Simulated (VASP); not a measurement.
# FeSe2 (Fm-3m) in VASP: further runs

One crystal, FeSe2, is run at these levels: LDA+U; tasks: single point.

All numbers are computed with VASP 6.6.1; they aren't measurements. Logs are shortened: lines on timing, memory, paths and dates and some standing lists are left out, and cuts for length are marked.

### Step 1. The structure

Symmetry: Fm-3m, No. 225, cubic system. The conventional cell has a = 6.148 Å, b = 6.148 Å, c = 6.148 Å, α = 90.00°, β = 90.00°, γ = 90.00°. Around Fe (site symmetry m-3m) lie 8 Se at 2.66 Å. Around Se (site symmetry -43m) lie 4 Fe at 2.66 Å.

The cell comes from a database or a generator and needn't be the stable form of this composition.

### Step 2. Single point, LDA+U, collinear spin, ferromagnetic start

INCAR reads:

```
SYSTEM = FeSe2
ALGO = Normal ; EDIFF = 1E-7
ENCUT = 520 ; ISIF = 2
ISMEAR = 0 ; ISPIN = 2
LASPH = .True. ; LCHARG = .False.
LDAU = .True. ; LDAUJ = 0 0
LDAUL = 2 -1 ; LDAUPRINT = 1
LDAUTYPE = 2 ; LDAUU = 8 0
LMAXMIX = 4 ; LORBIT = 11
LREAL = .False. ; LWAVE = .False.
MAGMOM = 3 0 0 ; NELM = 150
NUPDOWN = 0 ; PREC = Accurate
SIGMA = 0.05
```

KPOINTS reads:

```
k-points
0
Gamma
  5 5 5
  0 0 0
```

POSCAR reads:

```
FeSe2
1.0
    0.0000000000      3.0738461500      3.0738461500
    3.0738461500      0.0000000000      3.0738461500
    3.0738461500      3.0738461500      0.0000000000
Fe Se
1 2
Direct
    0.0000000000      0.0000000000      0.0000000000
    0.2500000000      0.2500000000      0.2500000000
    0.7500000000      0.7500000000      0.7500000000
```

Potentials or basis: VASP PAW LDA potentials, release 64 (Fe, Se).

On the command line:

```console
$ cat potpaw_LDA.64/Fe/POTCAR potpaw_LDA.64/Se/POTCAR > POTCAR
$ mpirun -np 1 vasp_std > vasp.out
```

OUTCAR:

```text
SYSTEM = FeSe2
   EDIFF = 1E-7
   ENCUT = 520
   ISIF = 2
   ISMEAR = 0
   ISPIN = 2
   LASPH = .True.
   LORBIT = 11
   LREAL = .False.
   NELM = 150
   NUPDOWN = 0
   PREC = Accurate

 ion  position               nearest neighbor table
   1  0.000  0.000  0.000-   2 2.66   3 2.66   3 2.66   3 2.66   3 2.66   2 2.66   2 2.66   2 2.66

   2  0.250  0.250  0.250-   1 2.66   1 2.66   1 2.66   1 2.66
   3  0.750  0.750  0.750-   1 2.66   1 2.66   1 2.66   1 2.66

  LATTYP: Found a face centered cubic cell.
 ALAT       =     6.1476923000

  Lattice vectors:

 A1 = (   0.0000000000,   3.0738461500,   3.0738461500)
 A2 = (   3.0738461500,   0.0000000000,   3.0738461500)
 A3 = (   3.0738461500,   3.0738461500,   0.0000000000)

Analysis of symmetry for initial positions (statically):
=====================================================================
 Subroutine PRICEL returns:
 Original cell was already a primitive cell.

 Routine SETGRP: Setting up the symmetry group for a
 face centered cubic supercell.

 Subroutine GETGRP returns: Found 48 space group operations
 (whereof 48 operations were pure point group operations)
 out of a pool of 48 trial point group operations.

The static configuration has the point symmetry O_h .

Analysis of symmetry for dynamics (positions and initial velocities):
=====================================================================
 Subroutine PRICEL returns:
 Original cell was already a primitive cell.

 Routine SETGRP: Setting up the symmetry group for a
 face centered cubic supercell.

 Subroutine GETGRP returns: Found 48 space group operations
 (whereof 48 operations were pure point group operations)
 out of a pool of 48 trial point group operations.

The dynamic configuration has the point symmetry O_h .

Analysis of structural, dynamic, and magnetic symmetry:
=====================================================================
 Subroutine PRICEL returns:
 Original cell was already a primitive cell.

 Routine SETGRP: Setting up the symmetry group for a
 face centered cubic supercell.

 Subroutine GETGRP returns: Found 48 space group operations
 (whereof 48 operations were pure point group operations)
 out of a pool of 48 trial point group operations.

The overall configuration has the point symmetry O_h .

 Subroutine INISYM returns: Found 48 space group operations
 (whereof 48 operations are pure point group operations),
 and found     1 'primitive' translations

----------------------------------------------------------------------------------------

                                     Primitive cell

  volume of cell :      58.0867

  direct lattice vectors                    reciprocal lattice vectors
     0.000000000  3.073846150  3.073846150    -0.162662663  0.162662663  0.162662663
     3.073846150  0.000000000  3.073846150     0.162662663 -0.162662663  0.162662663
     3.073846150  3.073846150  0.000000000     0.162662663  0.162662663 -0.162662663

  length of vectors
     4.347074914  4.347074914  4.347074914     0.281739997  0.281739997  0.281739997

  position of ions in fractional coordinates (direct lattice)
     0.000000000  0.000000000  0.000000000
     0.250000000  0.250000000  0.250000000
     0.750000000  0.750000000  0.750000000

  ion indices of the primitive-cell ions
   primitive index   ion index
                 1           1
                 2           2
                 3           3

----------------------------------------------------------------------------------------

 KPOINTS: k-points

Automatic generation of k-mesh.
 Grid dimensions read from file:
[... 69 lines left out ...]
     AMIX     =   0.40;   BMIX     =  1.00
     AMIX_MAG =   1.60;   BMIX_MAG =  1.00
  volume/ion in A,a.u.               =      19.36       130.66
  Fermi-wavevector in a.u.,A,eV,Ry     =   1.147430  2.168327 17.913357  1.316595
  Thomas-Fermi vector in A             =   2.284109
   LORBIT       =     11    0 simple, 1 ext, 2 COOP (PROOUT), +10 PAW based schemes
 LDA+U is selected, type is set to LDAUTYPE =  2
   angular momentum for each species LDAUL =     2   -1
   U (eV)           for each species LDAUU =   8.0  0.0
   J (eV)           for each species LDAUJ =   0.0  0.0
   GGA     = CA    functional components
   LHFCALC =     F    Hartree Fock is set to
   AEXX    =    0.0000 exact exchange contribution
   IVDW    =     0    specifies the selected vdW correction
   LEPSILON=     F    determine dielectric tensor
   LRPA    =     F    only Hartree local field effects (RPA)
 spin polarized calculation
 Gauss-broadening in eV      SIGMA  =   0.05
  energy-cutoff  :      520.00
  volume of cell :       58.09
 maximum number of plane-waves:      1584
   NGX = 17   NGY = 17   NGZ = 17

 number of electron      19.9999999 magnetization      -0.0003361

atom =   1  type =  1  l = 2

 onsite density matrix

spin component  1

  0.8701 -0.0000  0.0000  0.0000 -0.0000
 -0.0000  0.8701  0.0000  0.0000 -0.0000
  0.0000  0.0000  0.9439  0.0000  0.0000
  0.0000  0.0000  0.0000  0.8701  0.0000
 -0.0000 -0.0000  0.0000  0.0000  0.9439

spin component  2

  0.0738  0.0000  0.0000  0.0000  0.0000
  0.0000  0.0738  0.0000 -0.0000  0.0000
  0.0000  0.0000  0.9462 -0.0000 -0.0000
  0.0000 -0.0000 -0.0000  0.0738 -0.0000
  0.0000  0.0000 -0.0000 -0.0000  0.9462

 occupancies and eigenvectors

  o =  0.0738  v =  0.0000  0.0000  0.0000  0.0000  0.0000  0.0000  0.9187  0.0000  0.3949 -0.0000      0.0000  0.0000  0.0000  0.0000  0.0000  0.0000  0.0000  0.0000  0.0000  0.0000
  o =  0.0738  v =  0.0000  0.0000  0.0000  0.0000  0.0000  1.0000  0.0000  0.0000  0.0000  0.0000      0.0000  0.0000  0.0000  0.0000  0.0000  0.0000  0.0000  0.0000  0.0000  0.0000
  o =  0.0738  v =  0.0000  0.0000  0.0000  0.0000  0.0000  0.0000 -0.3949  0.0000  0.9187 -0.0000      0.0000  0.0000  0.0000  0.0000  0.0000  0.0000  0.0000  0.0000  0.0000  0.0000
  o =  0.8701  v =  1.0000  0.0000  0.0000  0.0000  0.0000  0.0000  0.0000  0.0000  0.0000  0.0000      0.0000  0.0000  0.0000  0.0000  0.0000  0.0000  0.0000  0.0000  0.0000  0.0000
  o =  0.8701  v =  0.0000 -0.6888 -0.0000 -0.7249 -0.0000  0.0000  0.0000  0.0000  0.0000  0.0000      0.0000  0.0000  0.0000  0.0000  0.0000  0.0000  0.0000  0.0000  0.0000  0.0000
  o =  0.8701  v =  0.0000 -0.7249 -0.0000  0.6888  0.0000  0.0000  0.0000  0.0000  0.0000  0.0000      0.0000  0.0000  0.0000  0.0000  0.0000  0.0000  0.0000  0.0000  0.0000  0.0000
  o =  0.9439  v =  0.0000  0.0000 -0.9995 -0.0000 -0.0304  0.0000  0.0000  0.0000  0.0000  0.0000      0.0000  0.0000  0.0000  0.0000  0.0000  0.0000  0.0000  0.0000  0.0000  0.0000
  o =  0.9439  v =  0.0000  0.0000 -0.0304 -0.0000  0.9995  0.0000  0.0000  0.0000  0.0000  0.0000      0.0000  0.0000  0.0000  0.0000  0.0000  0.0000  0.0000  0.0000  0.0000  0.0000
  o =  0.9462  v =  0.0000  0.0000  0.0000  0.0000  0.0000  0.0000  0.0000 -0.9995  0.0000  0.0304      0.0000  0.0000  0.0000  0.0000  0.0000  0.0000  0.0000  0.0000  0.0000  0.0000
  o =  0.9462  v =  0.0000  0.0000  0.0000  0.0000  0.0000  0.0000 -0.0000  0.0304  0.0000  0.9995      0.0000  0.0000  0.0000  0.0000  0.0000  0.0000  0.0000  0.0000  0.0000  0.0000

 number of electron      19.9999999 magnetization       0.0000035

 Free energy of the ion-electron system (eV)
  ---------------------------------------------------
  ext. energy  EPLUGINS =         0.00000000
  ---------------------------------------------------
  free energy    TOTEN  =       -11.31507935 eV

  energy without entropy =      -11.31236149  energy(sigma->0) =      -11.31372042

 E-fermi :   6.1397     XC(G=0): -10.6148

 val. band max:        5.8928101206   @ k =  -0.4000   0.4000   0.0000
 cond. band min:       3.2650322589   @ k =   0.2000   0.0000   0.0000
 fundamental gap:     -2.6277778616
 Fermi energy:         3.2399791721

 spin component 1

 k-point     1 :       0.0000    0.0000    0.0000
  band No.  band energies     occupation
      1     -10.1263      1.00000
      2      -5.8507      1.00000
      3      -0.9484      1.00000
      4      -0.9484      1.00000
      5      -0.9484      1.00000
      6       0.6845      1.00000
[... 166 lines left out ...]
      2      -7.7949      1.00000
      3      -1.1768      1.00000
      4      -0.9415      1.00000
      5      -0.0188      1.00000
      6       0.3316      1.00000
[... 8 lines left out ...]
     15      11.1607      0.00000
     16      13.1361      0.00000
 Fermi energy:         6.1397306196

 spin component 2

 k-point     1 :       0.0000    0.0000    0.0000
  band No.  band energies     occupation
      1     -10.8552      1.00000
      2      -6.7420      1.00000
      3       0.4788      1.00000
      4       0.4789      1.00000
      5       0.4789      1.00000
      6       1.9284      1.00000
[... 167 lines left out ...]
      3      -1.5518      1.00000
      4      -1.2631      1.00000
      5       1.0609      1.00000
      6       1.8888      1.00000
[... 8 lines left out ...]
     15      11.0549      0.00000
     16      12.8827      0.00000

------------------------ aborting loop because EDIFF is reached ----------------------------------------

  FORCE on cell =-STRESS in cart. coord.  units (eV):
  Direction    XX          YY          ZZ          XY          YZ          ZX
  --------------------------------------------------------------------------------------
  -------------------------------------------------------------------------------------
  Total       -0.1961219     -0.1961219     -0.1961219      0.0000000     -0.0000000      0.0000000
  in kB       -5.4095408     -5.4095408     -5.4095408      0.0000000     -0.0000000      0.0000000
  external PRESSURE =      -5.4095408 kB  Pullay stress =       0.0000000 kB

 VOLUME and BASIS-vectors are now :
 -----------------------------------------------------------------------------
  energy-cutoff  :      520.00
  volume of cell :       58.09
      direct lattice vectors                 reciprocal lattice vectors
     0.000000000  3.073846150  3.073846150    -0.162662663  0.162662663  0.162662663
     3.073846150  0.000000000  3.073846150     0.162662663 -0.162662663  0.162662663
     3.073846150  3.073846150  0.000000000     0.162662663  0.162662663 -0.162662663

 POSITION                                       TOTAL-FORCE (eV/Angst)
 -----------------------------------------------------------------------------------
      0.00000      0.00000      0.00000        -0.000000      0.000000      0.000000
      1.53692      1.53692      1.53692        -0.000000     -0.000000     -0.000000
      4.61077      4.61077      4.61077         0.000000      0.000000      0.000000
 -----------------------------------------------------------------------------------
    total drift:                                0.000000     -0.000000      0.000000

  FREE ENERGIE OF THE ION-ELECTRON SYSTEM (eV)
  ---------------------------------------------------
  free  energy   TOTEN  =       -11.3150793459 eV

  energy  without entropy=      -11.3123614899  energy(sigma->0) =      -11.31372042

 total charge

# of ion       s       p       d       tot
------------------------------------------
    1        0.287   0.308   6.580   7.176
    2        1.505   2.213   0.041   3.759
    3        1.505   2.213   0.041   3.759
--------------------------------------------------
tot          3.297   4.734   6.662  14.694

 magnetization (x)

# of ion       s       p       d       tot
------------------------------------------
    1        0.011  -0.017   2.379   2.373
    2       -0.028  -0.776  -0.006  -0.809
    3       -0.028  -0.776  -0.006  -0.809
--------------------------------------------------
tot         -0.044  -1.568   2.367   0.755
```

It took 15 s on 1 thread of AMD EPYC 9R45 (Zen 5), shared host; peak memory 0.14 GiB.

Results:

| Item | Value |
| --- | --- |
| Free energy | -11.3151 eV |
| Pressure | -0.5 GPa |
| Net moment | 0.00 μB per cell |
| Site moments | Fe +2.37; Se -0.81 μB |
| Valence electrons inside the program's atomic spheres | Fe 7.18; Se 3.76 |

Eigenvalues of the final occupation matrices:
```csv
site,spin,trace,eigenvalues
site 1 d,1,4.50,0.87 0.87 0.87 0.94 0.94
site 1 d,2,2.11,0.07 0.07 0.07 0.95 0.95
```

Caveat: the moment is held away from its start; the total moment is fixed, so each spin has its own Fermi level. The state reached can hang on the start; a lower one may exist.

### Step 3. Single point, LDA+U, non-collinear spin, random start, spin-orbit coupling

INCAR reads:

```
SYSTEM = FeSe2
PREC = Accurate
ENCUT = 520
EDIFF = 1E-6
ISMEAR = 0
SIGMA = 0.05
LREAL = .FALSE.
LASPH = .TRUE.
NELM = 100
ALGO = Normal
ISIF = 2
LWAVE = .FALSE.
LCHARG = .FALSE.
MAGMOM = -0.49 -0.323 1.337 0 0 0 0 0 0
LORBIT = 11
LSORBIT = .TRUE.
GGA_COMPAT = .FALSE.
LORBMOM = .TRUE.
LMAXMIX = 4
LDAU = .TRUE.
LDAUTYPE = 2
LDAUL = 2 -1
LDAUU = 8 0
LDAUJ = 0 0
LDAUPRINT = 1
GGA = CA
```

KPOINTS reads:

```
Automatic mesh
0
G
  5 5 5
  0 0 0
```

POSCAR is that of step 2.

Potentials or basis: VASP PAW LDA potentials, release 64 (Fe, Se).

On the command line:

```console
$ cat potpaw_LDA.64/Fe/POTCAR potpaw_LDA.64/Se/POTCAR > POTCAR
$ mpirun -np 1 vasp_ncl > vasp.out
```

Wall time 15 min (1 thread of AMD EPYC 9R45 (Zen 5), shared host); peak memory 0.35 GiB.

The run converged. Its results:

- Free energy: -12.7461 eV
- Pressure: 1.2 GPa
- Net moment: 3.67 μB per cell
- Valence electrons inside the program's atomic spheres: Fe 6.99; Se 3.78

Stress tensor (GPa, compression positive):
```
 0.31  0.00 -0.03
 0.00  1.99  0.06
-0.03  0.06  1.18
```

Moments on the atoms (μB; x, y, z):
```
Fe  -0.99 -0.59  3.33
Se  -0.01 -0.01  0.04
Se  -0.01 -0.01  0.04
```

Caveat: a cell with one magnetic atom can't hold antiferromagnetic order, which such compounds often take. The state reached can hang on the start; a lower one may exist.
